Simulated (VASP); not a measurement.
Runs of VASP 6.6.1 on AlN. The structure is hexagonal, space group P6_3mc (No. 186). Conventional cell: a = 3.113 Å, b = 3.113 Å, c = 4.981 Å, α = 90.00°, β = 90.00°, γ = 120.00°. Al (site symmetry 3m) is surrounded by 4 N at 1.89 Å. N (site symmetry 3m) is surrounded by 4 Al at 1.89 Å. 

| task | cell | gap on the mesh (eV) | pressure (GPa) |
| --- | --- | --- | --- |
| relaxation of cell and atoms | relaxed | 4.07 | 0.0 |
| relaxation of shape and atoms at fixed volume | relaxed at fixed volume from: a relaxed cell with its volume scaled by 1.03 | 3.82 | -5.4 |
| relaxation of shape and atoms at fixed volume | relaxed at fixed volume from: a relaxed cell with its volume scaled by 0.94 | 4.58 | 13.6 |
| relaxation of shape and atoms at fixed volume | relaxed at fixed volume from: a relaxed cell with its volume scaled by 1.09 | 3.36 | -14.1 |
| relaxation of shape and atoms at fixed volume | relaxed at fixed volume | 4.07 | 0.0 |
| relaxation of shape and atoms at fixed volume | relaxed at fixed volume from: a relaxed cell with its volume scaled by 1.06 | (b) | -10.1 |
| relaxation of shape and atoms at fixed volume | relaxed at fixed volume from: a relaxed cell with its volume scaled by 0.91 | (a) | 22.0 |
| relaxation of shape and atoms at fixed volume | relaxed at fixed volume from: a relaxed cell with its volume scaled by 0.97 | 4.32 | 6.3 |

Alike in all rows: level PBE; potentials or basis VASP PAW PBE potentials, release 64 (Al, N_h); no spin polarisation; k mesh 12 × 12 × 6; cutoff (eV) 900; smearing gaussian 0.02 eV.

Estimate the missing entries.

(a) 4.86; (b) 3.58.

Caveats: the cutoff is under 1.25 times the usual one of these potentials, so pressure, stress and relaxed cells hold a basis-set (Pulay) error; the relaxation stopped at its first step, so nothing moved (some runs).

A k mesh can miss the band edges.
